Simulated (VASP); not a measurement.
Space group Fm-3m (No. 225); a = 4.3326 Å, b = 4.3326 Å, c = 4.3326 Å, α = 90.00°, β = 90.00°, γ = 90.00°

| atom | site | symmetry | x | y | z |
|---|---|---|---|---|---|
| Ti | 4a | m-3m | 0.0000 | 0.0000 | 0.0000 |
| C | 4b | m-3m | 0.5000 | 0.5000 | 0.5000 |
(The calculation used a cell of 2 atoms; values per cell refer to that cell.)

The numbers are results of r2SCAN meta-GGA, VASP's PBE PAW potentials (set 64) (plane waves; VASP 6.6.1), not measurements. Run with 600 eV cut-off, 14×14×14 Γ-centred mesh, first-order Methfessel-Paxton smearing of 0.10 eV, potentials Ti_sv C.

Each relaxation starts from this cell; other phases were not tried.

Q: The cell is relaxed at 5 GPa. What happens?

A: The volume per atom goes from 10.17 to 9.98 Å³ (-1.8 %), and the cell becomes a = b = c = 4.306 Å, α = β = γ = 90.00°, space group Fm-3m.

Q: The cell is relaxed at 10 GPa. What happens?

A: The volume per atom goes from 10.17 to 9.81 Å³ (-3.5 %), and the cell becomes a = b = c = 4.282 Å, α = β = γ = 90.00°, space group Fm-3m.

Failed runs are left out, and for metals the shear rows, which the mesh's noise covers.

The compound is TiC in the rock salt structure.
